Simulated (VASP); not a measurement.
# Sound and unsound inputs on LaSi3Ru, part 4 of 4

Aim: change the input of a sound run on LaSi3Ru piece by piece and see what each change does. All runs use r2SCAN. The start is a computed cell from the Materials Project.

VASP 6.6.1; r2SCAN; plane waves and PAW (La, Si, Ru_pv).

Still holding for the runs below: This run has no spin polarisation. Its electron count is odd, so without a moment it is a metal by construction. The k-mesh is coarse for a metal.

So far. Step 2 (Reference run): The pressure is -0.11 GPa and the largest force 0.066 eV/Å, so the cell is not at a minimum at these settings. Step 3 (Total energy, forces and stress (r2SCAN) with a changed …): Against the reference run the energy at zero smearing moves by -0.69 meV an atom and the pressure by -0.10 GPa.

### 9. Relaxing cell and atoms (r2SCAN)

The start need not lie at this functional's minimum. ISIF = 3 frees volume, shape and positions, and EDIFFG sets the threshold on forces and stress at which the search stops.

File INCAR:

```
SYSTEM = LaSi3Ru
PREC = Accurate
ENCUT = 400
EDIFF = 1E-06
NELM = 100
ISMEAR = -1
SIGMA = 0.05
LREAL = .FALSE.
ALGO = Normal
METAGGA = R2SCAN
LASPH = .TRUE.
NBANDS = 24
LORBIT = 11
LWAVE = .FALSE.
LCHARG = .FALSE.
KPAR = 4
IBRION = 2
NSW = 60
ISIF = 3
EDIFFG = -0.01
```

File POSCAR:

```
LaSi3Ru
1.0
   -2.1327286600      2.1327286600      4.9822326100
    2.1327286600     -2.1327286600      4.9822326100
    2.1327286600      2.1327286600     -4.9822326100
La Si Ru
1 3 1
Direct
    0.9992937100      0.9992937100      0.0000000000
    0.4177275300      0.4177275300      0.0000000000
    0.2606647200      0.7606647200      0.5000000000
    0.7606647200      0.2606647200      0.5000000000
    0.6556503100      0.6556503100      0.0000000000
```

File KPOINTS:

```
Automatic mesh
0
Gamma
6 6 6
0 0 0
```

PAW data sets: La, Si and Ru_pv (PBE family, release 64).

Launch:

```sh
> mpirun -np 4 vasp_std
```

What it wrote:

```text
[... set-up lines as in an earlier step ...]
 entering main loop
       N       E                     dE             d eps       ncg     rms          rms(c)
[... 35 cycles as in an earlier step ...]
   1 F= -.85157549E+02 E0= -.85150711E+02  d E =-.851575E+02
 curvature:   0.00 expect dE= 0.000E+00 dE for cont linesearch  0.000E+00
 trial: gam= 0.00000 g(F)=  0.432E-03 g(S)=  0.745E-03 ort = 0.000E+00 (trialstep = 0.100E+01)
 search vector abs. value=  0.118E-02
 bond charge predicted
       N       E                     dE             d eps       ncg     rms          rms(c)
[... 8 cycles as in an earlier step ...]
   2 F= -.85158421E+02 E0= -.85151665E+02  d E =-.871804E-03
[... from here on, the cycles between the ionic steps are left out ...]
   3 F= -.85158684E+02 E0= -.85151991E+02  d E =-.113460E-02
   4 F= -.85159085E+02 E0= -.85152445E+02  d E =-.401216E-03
   5 F= -.85159084E+02 E0= -.85152444E+02  d E =-.400717E-03
   6 F= -.85159179E+02 E0= -.85152542E+02  d E =-.945505E-04
   7 F= -.85159194E+02 E0= -.85152556E+02  d E =-.109666E-03
   8 F= -.85159216E+02 E0= -.85152579E+02  d E =-.131211E-03
   9 F= -.85159231E+02 E0= -.85152597E+02  d E =-.146886E-03
 curvature:  -0.75 expect dE=-0.176E-04 dE for cont linesearch -0.481E-05
 ZBRENT: bracketing found
 ZBRENT: interpolating
 opt :   1.5424  next Energy=   -85.159221 (dE=-0.136E-03)
 bond charge predicted
       N       E                     dE             d eps       ncg     rms          rms(c)
DAV:   1    -0.851591870304E+02    0.43761E-04   -0.31595E-03  1680   0.545E-01    0.194E-02
DAV:   2    -0.851592289999E+02   -0.41970E-04   -0.31911E-04  2208   0.154E-01    0.994E-03
DAV:   3    -0.851592288731E+02    0.12685E-06   -0.17384E-05  2232   0.366E-02    0.585E-03
DAV:   4    -0.851592287545E+02    0.11857E-06   -0.12512E-06  1248   0.848E-03
  10 F= -.85159229E+02 E0= -.85152592E+02  d E =-.144333E-03
 curvature:  -0.80 expect dE=-0.115E-04 dE for cont linesearch -0.570E-05
 trial: gam=-0.06948 g(F)=  0.109E-04 g(S)=  0.348E-05 ort = 0.402E-04 (trialstep = 0.911E+00)
 search vector abs. value=  0.987E-05
 reached required accuracy - stopping structural energy minimisation
```

Wall time 5.4 min (4 MPI ranks of AMD EPYC 9R45, shared host); peak memory 1.1 GiB.

Parts of OUTCAR (step 9):

```text
   NELECT =      37.0000    total number of electrons

 E-fermi :   9.4816

 k-point     1 :       0.0000    0.0000    0.0000
  band No.  band energies     occupation
    ...
     14       6.6050      2.00000
     15       7.4409      2.00000
     16       7.6892      2.00000
     17       8.6952      2.00000
     18       8.6952      2.00000
     19      10.0770      0.00001
     20      10.0770      0.00001
     21      11.4422      0.00000
     22      12.1529      0.00000
     23      12.3067      0.00000
    ...

  Total        0.0124791      0.0124791      0.0070469      0.0000000      0.0000000      0.0000000
  in kB        0.2207823      0.2207823      0.1246759      0.0000000      0.0000000      0.0000000
  external PRESSURE =       0.1887468 kB  Pullay stress =       0.0000000 kB

 POSITION                                       TOTAL-FORCE (eV/Angst)
 -----------------------------------------------------------------------------------
      0.00000      0.00000      9.98909        -0.000000     -0.000000     -0.008490
      0.00000      0.00000      4.19141         0.000000      0.000000      0.007506
      2.12684      0.00000      2.61131        -0.000000     -0.000000     -0.003683
      0.00000      2.12684      2.61131        -0.000000     -0.000000     -0.003683
      0.00000      0.00000      6.56240         0.000000      0.000000      0.008350
 -----------------------------------------------------------------------------------
    total drift:                               -0.000008     -0.000008     -0.007246

  FREE ENERGIE OF THE ION-ELECTRON SYSTEM (eV)
  ---------------------------------------------------
  free  energy   TOTEN  =       -85.1592287545 eV

  energy  without entropy=      -85.1459552107  energy(sigma->0) =      -85.15259198

[... 8 parts as in an earlier step ...]

[... 10 further parts left out ...]
```

CONTCAR:

```
LaSi3Ru
   1.00000000000000
    -2.1268441940754106    2.1268441940754106    5.0049186609093619
     2.1268441940754106   -2.1268441940754106    5.0049186609093619
     2.1268441940754106    2.1268441940754106   -5.0049186609093619
  La              Si              Ru
     1     3     1
Direct
     0.9979274610769663    0.9979274610769663    0.0000000000000000
     0.4187290220836943    0.4187290220836943    0.0000000000000000
     0.2608745268803599    0.7608745268803599    0.5000000000000000
     0.7608745268803599    0.2608745268803599    0.5000000000000000
     0.6555954530786245    0.6555954530786245    0.0000000000000000
```

The run keeps the 8 symmetry operations of its start, so it cannot find a distortion of lower symmetry.

Step by step:

```tsv
step	energy less that of the first step (eV)	largest force (eV/Å)	pressure (GPa)	volume (Å³)
1	0.0000	0.0664	-0.11	90.65
2	-0.0009	0.0611	0.12	90.48
3	-0.0011	0.0541	0.29	90.36
4	-0.0015	0.0363	-0.05	90.58
5	-0.0015	0.0364	-0.05	90.58
6	-0.0016	0.0163	-0.02	90.57
7	-0.0016	0.0139	-0.01	90.57
8	-0.0017	0.0112	0.00	90.56
9	-0.0017	0.0135	0.03	90.55
10	-0.0017	0.0085	0.02	90.56
```

```tsv
conventional cell, symmetrised	before	after	change
a (Å)	4.265	4.254	-0.3 %
b (Å)	4.265	4.254	-0.3 %
c (Å)	9.964	10.010	+0.5 %
volume (Å³/atom)	18.13	18.11	-0.1 %
```

The atoms that moved most (Å, as changes of fractional coordinates times the final cell):

```tsv
atom	dx	dy	dz	length
La1	0.000	0.000	-0.014	0.014
Si2	0.000	0.000	0.010	0.010
```

Final coordinates:

```xyz
5
Lattice="-2.1268 2.1268 5.0049 2.1268 -2.1268 5.0049 2.1268 2.1268 -5.0049" Properties=species:S:1:pos:R:3 pbc="T T T"
La    0.0000    0.0000    9.9891
Si    0.0000    0.0000    4.1914
Si    2.1268    0.0000    2.6113
Si    0.0000    2.1268    2.6113
Ru    0.0000    0.0000    6.5624
```

This step gave:

```yaml
irreducible_k_points: 30
free_energy_toten: -85.1592 eV
energy_at_zero_smearing: -85.1526 eV
fermi_energy: 9.482 eV
pressure: 0.01887 GPa
scf_cycles_over_all_ionic_steps: 79
```

It ends with a largest force of 0.008 eV/Å and a pressure of 0.02 GPa.

### 10. Side by side

| changed | job | ended | energy (meV/atom) | pressure (GPa) | volume (%) |
| --- | --- | --- | --- | --- | --- |
| EDIFF = 1e-08, shifted = True | single point | converged | -0.69 | -0.10 | - |
| ISMEAR = 1, SIGMA = 2.0 | single point | converged, with a warning or advice | +29.76 | -1.20 | - |
| ENCUT = 250, NBANDS = 19 | single point | converged, with a warning or advice | +14.48 | -1.22 | - |
| EDIFF = 0.0001 | relaxation | converged | - | - | +0.1 |
| NELM = 86, NSW = 2 | relaxation | not converged | - | - | - |
| EDIFF = 0.0001, k = 2×2×2, ISMEAR = 0, SIGMA = 0.1 | single point | converged | -67.33 | -1.06 | - |

### 11. Summary of results

| Property | Result |
| --- | --- |
| EDIFF = 1e-08, shifted = True (single point) | converged, -0.69 meV/atom |
| ISMEAR = 1, SIGMA = 2.0 (single point) | converged, with a warning or advice, +29.76 meV/atom |
| ENCUT = 250, NBANDS = 19 (single point) | converged, with a warning or advice, +14.48 meV/atom |
| EDIFF = 0.0001 (relaxation) | converged, volume +0.1 % |
| NELM = 86, NSW = 2 (relaxation) | not converged |
| EDIFF = 0.0001, k = 2×2×2, ISMEAR = 0, SIGMA = 0.1 (single point) | converged, -67.33 meV/atom |

Changes that show themselves, by a stop, a warning or no convergence: ISMEAR = 1, SIGMA = 2.0; ENCUT = 250, NBANDS = 19; NELM = 86, NSW = 2 (where several settings stand together, the step names the one at fault, if it is known). Changes that converge quietly and move the result by over 10 meV an atom or 1 % in volume: EDIFF = 0.0001, k = 2×2×2, ISMEAR = 0, SIGMA = 0.1. Differences of single points are from the reference run, and of volumes from the sound relaxation. The k-sampling is coarse for a metal, so the Fermi level, pressures and the shape of the cell carry errors. With an odd electron count and no spin the cell is a metal by construction.

[Lines on the potential files, build, host, timing and source positions are cut from VASP's logs without a mark.]

[Logs are printed without paths, hosts, clocks, repeated set-up lines and the standing remarks that a program may print on its own settings, such as how far it seeks lower states.]

[Hosts, paths, dates, database ids (printed as entryN), source tags and the programs' standing remarks are cut or masked in the printed files.]

[A measured line is paired with the nearest computed mode of its activity, which favours agreement.]

[In band tables of VASP the shares of atoms and orbitals are scaled to a sum of 1 inside the atoms' spheres.]
